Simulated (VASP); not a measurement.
# SnPb3Se4 (Cmmm) in VASP: further runs

The runs below take SnPb3Se4 through relaxation of cell and atoms, with PBEsol.

All numbers are computed with VASP 6.6.1; they aren't measurements. Logs are shortened: lines on timing, memory, paths and dates and some standing lists are left out, and cuts for length are marked.

## Step 1: The structure

Symmetry: Cmmm, No. 65, orthorhombic system. The conventional cell has a = 8.621 Å, b = 12.192 Å, c = 4.311 Å, α = 90.00°, β = 90.00°, γ = 90.00°. Sn (site symmetry mmm) is surrounded by 6 Se at 3.05 Å. Pb (site symmetry 2/m) has 6 Se at 3.05 Å as nearest neighbours. Pb (site symmetry mmm) has 6 Se at 3.05 Å as nearest neighbours. Se (site symmetry m2m) has 5 Pb at 3.05 Å and 1 Sn at 3.05 Å as nearest neighbours. Se (site symmetry 2mm) is surrounded by 2 Sn at 3.05 Å and 4 Pb at 3.05 Å.

The cell was built by a generator and needn't be a form met in nature.

## Step 2: Relaxation of cell and atoms, PBEsol

File INCAR:

```
SYSTEM = SnPb3Se4
  ALGO = Normal
  EDIFF = 1E-6
  EDIFFG = -0.01
  ENCUT = 600
  GGA = PS
  IBRION = 2
  ISIF = 3
  ISMEAR = 0
  LASPH = .TRUE.
  LCHARG = .FALSE.
  LREAL = .FALSE.
  LUSENCCL = .FALSE.
  LWAVE = .FALSE.
  NELM = 80
  NSW = 90
  PREC = Accurate
  SIGMA = 0.03
```

File KPOINTS:

```
k-points
0
G
  6 6 6
  0 0 0
```

File POSCAR:

```
SnPb3Se4
1.0
    0.0000000000      6.0959750000     -6.0959750000
   -6.0959750000      0.0000000000     -6.0959750000
   -6.0959750000      6.0959750000      0.0000000000
Sn Pb Se
2 6 8
Direct
    0.5000000000      0.5000000000      0.0000000000
    0.0000000000      0.5000000000      0.0000000000
    0.5000000000      0.0000000000      0.0000000000
    0.0000000000      0.0000000000      0.0000000000
    0.5000000000      0.5000000000      0.5000000000
    0.0000000000      0.5000000000      0.5000000000
    0.5000000000      0.0000000000      0.5000000000
    0.0000000000      0.0000000000      0.5000000000
    0.7500000000      0.7500000000      0.2500000000
    0.2500000000      0.7500000000      0.2500000000
    0.7500000000      0.2500000000      0.2500000000
    0.2500000000      0.2500000000      0.2500000000
    0.7500000000      0.7500000000      0.7500000000
    0.2500000000      0.7500000000      0.7500000000
    0.7500000000      0.2500000000      0.7500000000
    0.2500000000      0.2500000000      0.7500000000
```

Potentials or basis: VASP PAW PBE potentials, release 64 (Sn_d, Pb_d, Se).

Launch:

```console
cat potpaw_PBE.64/Sn_d/POTCAR potpaw_PBE.64/Pb_d/POTCAR potpaw_PBE.64/Se/POTCAR > POTCAR
mpirun -np 1 vasp_std > vasp.out
```

OUTCAR:

```text
SYSTEM = SnPb3Se4
   EDIFF = 1E-6
   EDIFFG = -0.01
   ENCUT = 600
   GGA = PS
   IBRION = 2
   ISIF = 3
   ISMEAR = 0
   LASPH = .TRUE.
   LREAL = .FALSE.
   NELM = 80
   NSW = 90
   PREC = Accurate

 ion  position               nearest neighbor table
   1  0.500  0.500  0.000-  10 3.05  11 3.05  12 3.05  13 3.05  14 3.05  15 3.05
   2  0.000  0.500  0.000-   9 3.05  11 3.05  12 3.05  13 3.05  14 3.05  16 3.05
   3  0.500  0.000  0.000-   9 3.05  10 3.05  12 3.05  13 3.05  15 3.05  16 3.05
   4  0.000  0.000  0.000-   9 3.05  10 3.05  11 3.05  14 3.05  15 3.05  16 3.05
   5  0.500  0.500  0.500-   9 3.05  10 3.05  11 3.05  14 3.05  15 3.05  16 3.05
   6  0.000  0.500  0.500-   9 3.05  10 3.05  12 3.05  13 3.05  15 3.05  16 3.05
[... 8 lines left out ...]
  15  0.750  0.250  0.750-   1 3.05   3 3.05   4 3.05   5 3.05   6 3.05   8 3.05
  16  0.250  0.250  0.750-   2 3.05   3 3.05   4 3.05   5 3.05   6 3.05   7 3.05

  LATTYP: Found a face centered cubic cell.
 ALAT       =    12.1919500000

  Lattice vectors:

 A1 = (   0.0000000000,   6.0959750000,  -6.0959750000)
 A2 = (  -6.0959750000,   0.0000000000,  -6.0959750000)
 A3 = (  -6.0959750000,   6.0959750000,   0.0000000000)

Analysis of symmetry for initial positions (statically):
=====================================================================
 Subroutine PRICEL returns following result:

  LATTYP: Found a base centered orthorhombic cell.
 ALAT       =     8.6210105209
 B/A-ratio  =     1.4142135624
 C/A-ratio  =     0.5000000000

  Lattice vectors:

 A1 = (   6.0959750000,  -3.0479875000,  -3.0479875000)
 A2 = (  -6.0959750000,  -3.0479875000,  -3.0479875000)
 A3 = (   0.0000000000,   3.0479875000,  -3.0479875000)

   2 primitive cells build up your supercell.

 Routine SETGRP: Setting up the symmetry group for a
 face centered cubic supercell.

 Subroutine GETGRP returns: Found  8 space group operations
 (whereof  4 operations were pure point group operations)
 out of a pool of 48 trial point group operations.

The static configuration has the point symmetry C_2h.
 The point group associated with its full space group is D_2h.

Analysis of symmetry for dynamics (positions and initial velocities):
=====================================================================
 Subroutine PRICEL returns following result:

  LATTYP: Found a base centered orthorhombic cell.
 ALAT       =     8.6210105209
 B/A-ratio  =     1.4142135624
 C/A-ratio  =     0.5000000000

  Lattice vectors:

 A1 = (   6.0959750000,  -3.0479875000,  -3.0479875000)
 A2 = (  -6.0959750000,  -3.0479875000,  -3.0479875000)
 A3 = (   0.0000000000,   3.0479875000,  -3.0479875000)
[... 136 lines left out ...]
   EMIN   =  10.00;   EMAX   =-10.00  energy-range for DOS
   EFERMI =   0.00;   METHOD = LEGACY
   ISMEAR =     0;   SIGMA  =   0.03  broadening in eV -4-tet -1-fermi 0-gaus
   EFERMI_NEDOS =   21; number of points for ismear=-14 and -15
   IALGO  =     38    algorithm
   IMIX   =      4    mixing-type and parameters
     AMIX     =   0.40;   BMIX     =  1.00
     AMIX_MAG =   1.60;   BMIX_MAG =  1.00
  volume/ion in A,a.u.               =      28.32       191.09
  Fermi-wavevector in a.u.,A,eV,Ry     =   1.157164  2.186723 18.218595  1.339029
  Thomas-Fermi vector in A             =   2.293778
   LORBIT       =      0    0 simple, 1 ext, 2 COOP (PROOUT), +10 PAW based schemes
   GGA     = PS    functional components
   LHFCALC =     F    Hartree Fock is set to
   AEXX    =    0.0000 exact exchange contribution
   IVDW    =     0    specifies the selected vdW correction
   LEPSILON=     F    determine dielectric tensor
   LRPA    =     F    only Hartree local field effects (RPA)
 conjugate gradient relaxation of ions
 non-spin polarized calculation
 Gauss-broadening in eV      SIGMA  =   0.03
  energy-cutoff  :      600.00
  volume of cell :      453.06
 maximum number of plane-waves:     15142
 NGX is ok and might be reduce to    70
   NGX = 35   NGY = 35   NGZ = 35

--------------------------------------- Ionic step        1  -------------------------------------------

 number of electron     159.9999990 magnetization

 Free energy of the ion-electron system (eV)
  ---------------------------------------------------
  ext. energy  EPLUGINS =         0.00000000
  ---------------------------------------------------
  free energy    TOTEN  =       -71.34911786 eV

  energy without entropy =      -71.34884361  energy(sigma->0) =      -71.34898074

------------------------ aborting loop because EDIFF is reached ----------------------------------------

  FORCE on cell =-STRESS in cart. coord.  units (eV):
  Direction    XX          YY          ZZ          XY          YZ          ZX
  --------------------------------------------------------------------------------------
  -------------------------------------------------------------------------------------
  Total       -1.9549345     -1.9455330     -1.9455330      0.0000000     -0.0131194      0.0000000
  in kB       -6.9132660     -6.8800191     -6.8800191      0.0000000     -0.0463943      0.0000000
  external PRESSURE =      -6.8911014 kB  Pullay stress =       0.0000000 kB
[... 187 lines left out ...]
--------------------------------------- Ionic step        5  -------------------------------------------

 number of electron     159.9999997 magnetization

 Free energy of the ion-electron system (eV)
  ---------------------------------------------------
  ext. energy  EPLUGINS =         0.00000000
  ---------------------------------------------------
  free energy    TOTEN  =       -71.39801607 eV

  energy without entropy =      -71.39774359  energy(sigma->0) =      -71.39787983

 E-fermi :   5.3153     XC(G=0):  -9.7998

 val. band max:        5.3052046277   @ k =   0.0000   0.0000   0.0000
 cond. band min:       5.3250429479   @ k =   0.0000   0.0000   0.0000
 fundamental gap:      0.0198383202
 Fermi energy:         5.3152746633

 k-point     1 :       0.0000    0.0000    0.0000
  band No.  band energies     occupation
      1     -16.1357      2.00000
      2     -16.1332      2.00000
      3     -16.1278      2.00000
      4     -16.1240      2.00000
      5     -16.1219      2.00000
      6     -16.1187      2.00000
[... 2269 lines left out ...]
     91       8.3033      0.00000
     92       8.4268      0.00000

 [... further k-points ...]

 [bands above 92 left out]

------------------------ aborting loop because EDIFF is reached ----------------------------------------

  FORCE on cell =-STRESS in cart. coord.  units (eV):
  Direction    XX          YY          ZZ          XY          YZ          ZX
  --------------------------------------------------------------------------------------
  -------------------------------------------------------------------------------------
  Total        0.0808646      0.0755101      0.0755101      0.0000000      0.0246410     -0.0000000
  in kB        0.2901405      0.2709287      0.2709287      0.0000000      0.0884114     -0.0000000
  external PRESSURE =       0.2773327 kB  Pullay stress =       0.0000000 kB
[... 31 lines left out ...]
  FREE ENERGIE OF THE ION-ELECTRON SYSTEM (eV)
  ---------------------------------------------------
  free  energy   TOTEN  =       -71.3980160729 eV

  energy  without entropy=      -71.3977435901  energy(sigma->0) =      -71.39787983

 reached required accuracy - stopping structural energy minimisation
```

OSZICAR:

```text
N       E                     dE             d eps       ncg     rms          rms(c)
DAV:   1     0.214566187148E+04    0.21457E+04   -0.74491E+04  8912   0.205E+03
DAV:   2     0.343465069473E+03   -0.18022E+04   -0.17576E+04  8832   0.589E+02
DAV:   3    -0.321503012833E+02   -0.37562E+03   -0.35562E+03 10416   0.262E+02
DAV:   4    -0.714437439102E+02   -0.39293E+02   -0.38081E+02 10976   0.767E+01
[... 45 lines left out ...]
DAV:   4    -0.713980412130E+02    0.35606E-03   -0.14485E-03 11208   0.195E-01    0.612E-02
DAV:   5    -0.713980201861E+02    0.21027E-04   -0.19406E-04 11080   0.657E-02    0.104E-02
DAV:   6    -0.713980186025E+02    0.15836E-05   -0.77236E-06  9160   0.149E-02    0.642E-03
DAV:   7    -0.713980163142E+02    0.22883E-05   -0.16096E-06  6352   0.647E-03    0.135E-03
DAV:   8    -0.713980160729E+02    0.24127E-06   -0.56674E-07  5528   0.587E-03
   5 F= -.71398016E+02 E0= -.71397880E+02  d E =-.219756E-01
```

CONTCAR:

```text
SnPb3Se4
    1.000000000000000
     0.0000000000000000    6.0669884630152131   -6.0669884630152131
    -6.0663739025586620    0.0003141843333698   -6.0666742786818428
    -6.0663739025586620    6.0666742786818428   -0.0003141843333698
  Sn              Pb              Se
     2     6     8
Direct
     0.5000000000000000    0.5000000000000000    0.0000000000000000
     0.0000000000000000    0.5000000000000000    0.0000000000000000
     0.5000000000000000    0.0000000000000000    0.0000000000000000
     0.0000000000000000    0.0000000000000000    0.0000000000000000
     0.5000000000000000    0.5000000000000000    0.5000000000000000
     0.0000000000000000    0.5000000000000000    0.5000000000000000
[... 8 lines left out ...]
     0.7472386697328635    0.2527613302671365    0.7527613302671365
     0.2472386697328635    0.2527613302671365    0.7527613302671365

  0.00000000E+00  0.00000000E+00 -0.00000000E+00
  0.00000000E+00  0.00000000E+00 -0.00000000E+00
  0.00000000E+00  0.00000000E+00 -0.00000000E+00
  0.00000000E+00  0.00000000E+00 -0.00000000E+00
  0.00000000E+00  0.00000000E+00 -0.00000000E+00
  0.00000000E+00  0.00000000E+00 -0.00000000E+00
[... 8 lines left out ...]
  0.00000000E+00  0.00000000E+00 -0.00000000E+00
  0.00000000E+00  0.00000000E+00 -0.00000000E+00
```

Wall time 46 min (1 × NVIDIA H100 80GB with 1 thread of AMD EPYC 7R13 (Zen 3), shared host); peak memory 2.8 GiB.

Results:

```yaml
Free_energy: -71.3980 eV
Relaxed_volume: 27.91 Å³/atom
Relaxed_cell: a = 8.580 Å, b = 8.579 Å, c = 8.579 Å, α = 60.00°, β = 60.00°, γ = 60.00°
Space_group_after_relaxing_to_0.05_Å: Cmmm (No. 65)
Energy_gained_by_relaxing: 3.1 meV/atom
Ionic_steps: 5
Pressure_after_relaxing: 0.0 GPa
Largest_force_after_relaxing: 0.003 eV/Å
Band_gap_on_the_k_mesh: 0.02 eV
```

Forces in eV/Å, atoms in the order of the input:
```
Sn   0.000  0.000  0.000
Sn   0.000  0.000  0.000
Pb   0.000  0.000  0.000
Pb   0.000  0.000  0.000
Pb   0.000  0.000  0.000
Pb   0.000  0.000  0.000
Pb   0.000  0.000  0.000
Pb   0.000  0.000  0.000
Se   0.003  0.000  0.000
Se   0.003  0.000  0.000
Se   0.000  0.001  0.001
Se   0.000  0.001  0.001
Se   0.000 -0.001 -0.001
Se   0.000 -0.001 -0.001
Se  -0.003  0.000  0.000
Se  -0.003  0.000  0.000
```

Step by step:
```csv
step,energy change (eV),largest force (eV/Å),pressure (GPa),volume (Å³)
1,0.0000,0.2440,-0.69,453.06
2,-0.0269,0.1946,0.24,445.12
3,-0.0269,0.1924,0.28,444.79
4,-0.0402,0.1195,0.18,445.44
5,-0.0489,0.0033,0.03,446.54
```

Final structure:
```
Sn Pb Se
1.0
     0.00000    6.06699   -6.06699
    -6.06637    0.00031   -6.06667
    -6.06637    6.06667   -0.00031
Sn Pb Se
2 6 8
Direct
  0.50000 0.50000 0.00000
  0.00000 0.50000 0.00000
  0.50000 0.00000 0.00000
  0.00000 0.00000 0.00000
  0.50000 0.50000 0.50000
  0.00000 0.50000 0.50000
  0.50000 0.00000 0.50000
  0.00000 0.00000 0.50000
  0.75276 0.74724 0.24724
  0.25276 0.74724 0.24724
  0.75000 0.25551 0.24449
  0.25000 0.25551 0.24449
  0.75000 0.74449 0.75551
  0.25000 0.74449 0.75551
  0.74724 0.25276 0.75276
  0.24724 0.25276 0.75276
```

Caveat: the PAW data sets were made with another functional, which shifts forces and pressure a little; spin-orbit coupling is left out, which as a rule narrows the gap of such compounds by several tenths of an eV.

## Step 3: Relaxation of cell and atoms, PBEsol

This run uses another cell than the first one, of 27.91 Å³/atom, 0.986 times its volume.

Edit INCAR of step 2 so:

```diff
@@ -2,4 +2,4 @@
   ALGO = Normal
-  EDIFF = 1E-6
-  EDIFFG = -0.01
+  EDIFF = 1E-7
+  EDIFFG = -0.005
   ENCUT = 600
```

KPOINTS is that of step 2.

File POSCAR:

```
SnPb3Se4                                
1.0
    0.0000000000      6.0669884630     -6.0669884630
   -6.0663739026      0.0003141843     -6.0666742787
   -6.0663739026      6.0666742787     -0.0003141843
  Sn              Pb              Se            
     2     6     8
Direct
     0.5000000000000000    0.5000000000000000    0.0000000000000000
     0.0000000000000000    0.5000000000000000    0.0000000000000000
     0.5000000000000000    0.0000000000000000    0.0000000000000000
     0.0000000000000000    0.0000000000000000    0.0000000000000000
     0.5000000000000000    0.5000000000000000    0.5000000000000000
     0.0000000000000000    0.5000000000000000    0.5000000000000000
     0.5000000000000000    1.0000000000000000    0.5000000000000000
     0.0000000000000000    0.0000000000000000    0.5000000000000000
     0.7527613302671365    0.7472386697328635    0.2472386697328635
     0.2527613302671365    0.7472386697328635    0.2472386697328635
     0.7500000000000000    0.2555094406070150    0.2444905593929850
     0.2500000000000000    0.2555094406070150    0.2444905593929850
     0.7500000000000000    0.7444905593929851    0.7555094406070149
     0.2500000000000000    0.7444905593929851    0.7555094406070149
     0.7472386697328635    0.2527613302671365    0.7527613302671365
     0.2472386697328635    0.2527613302671365    0.7527613302671365
```

Potentials or basis: VASP PAW PBE potentials, release 64 (Sn_d, Pb_d, Se).

Launch:

```console
cat potpaw_PBE.64/Sn_d/POTCAR potpaw_PBE.64/Pb_d/POTCAR potpaw_PBE.64/Se/POTCAR > POTCAR
mpirun -np 1 vasp_std > vasp.out
```

Wall time 15 min (1 × NVIDIA H100 80GB with 1 thread of AMD EPYC 7R13 (Zen 3), shared host); peak memory 2.8 GiB.

The run converged. Its results:

| Property | Result |
| --- | --- |
| Free energy | -71.3975 eV |
| Pressure after relaxing | 0.0 GPa |
| Largest force after relaxing | 0.003 eV/Å |
| Band gap on the k mesh | 0.02 eV |

Forces on the atoms (eV/Å):
```
Sn   0.000  0.000  0.000
Sn   0.000  0.000  0.000
Pb   0.000  0.000  0.000
Pb   0.000  0.000  0.000
Pb   0.000  0.000  0.000
Pb   0.000  0.000  0.000
Pb   0.000  0.000  0.000
Pb   0.000  0.000  0.000
Se   0.003  0.000  0.000
Se   0.003  0.000  0.000
Se   0.000  0.000  0.000
Se   0.000  0.000  0.000
Se   0.000  0.000  0.000
Se   0.000  0.000  0.000
Se  -0.003  0.000  0.000
Se  -0.003  0.000  0.000
```

Final structure:
```cif
data_structure
_symmetry_space_group_name_H-M 'P 1'
_symmetry_Int_Tables_number 1
_cell_length_a 8.5800
_cell_length_b 8.5794
_cell_length_c 8.5794
_cell_angle_alpha 59.998
_cell_angle_beta 59.997
_cell_angle_gamma 59.997
_cell_volume 446.54
loop_
_atom_site_label
_atom_site_type_symbol
_atom_site_fract_x
_atom_site_fract_y
_atom_site_fract_z
_atom_site_occupancy
Sn1 Sn 0.50000 0.50000 0.00000 1
Sn2 Sn 0.00000 0.50000 0.00000 1
Pb1 Pb 0.50000 0.00000 0.00000 1
Pb2 Pb 0.00000 0.00000 0.00000 1
Pb3 Pb 0.50000 0.50000 0.50000 1
Pb4 Pb 0.00000 0.50000 0.50000 1
Pb5 Pb 0.50000 0.00000 0.50000 1
Pb6 Pb 0.00000 0.00000 0.50000 1
Se1 Se 0.75276 0.74724 0.24724 1
Se2 Se 0.25276 0.74724 0.24724 1
Se3 Se 0.75000 0.25551 0.24449 1
Se4 Se 0.25000 0.25551 0.24449 1
Se5 Se 0.75000 0.74449 0.75551 1
Se6 Se 0.25000 0.74449 0.75551 1
Se7 Se 0.74724 0.25276 0.75276 1
Se8 Se 0.24724 0.25276 0.75276 1
```

Levels at points of the mesh, in eV from the valence-band top:
```
           k point  band 78  band 79  band 80  band 81  band 82  band 83
(0.00, 0.00, 0.00)    -0.11     0.00     0.00     0.02     0.02     0.25
(0.50, 0.00, 0.00)    -1.94    -1.11    -1.11     2.00     2.00     2.63
(0.00, 0.50, 0.00)    -1.94    -1.16    -1.09     1.86     2.14     2.58
(0.50, 0.50, 0.00)    -0.95    -0.56    -0.56     1.17     1.17     1.21
(0.00, 0.50, 0.50)    -0.93    -0.68    -0.49     1.14     1.14     1.24
```

Caveat: the relaxation stopped at its first step, so nothing moved; the PAW data sets were made with another functional, which shifts forces and pressure a little; spin-orbit coupling is left out, which as a rule narrows the gap of such compounds by several tenths of an eV. A k mesh can miss the band edges.
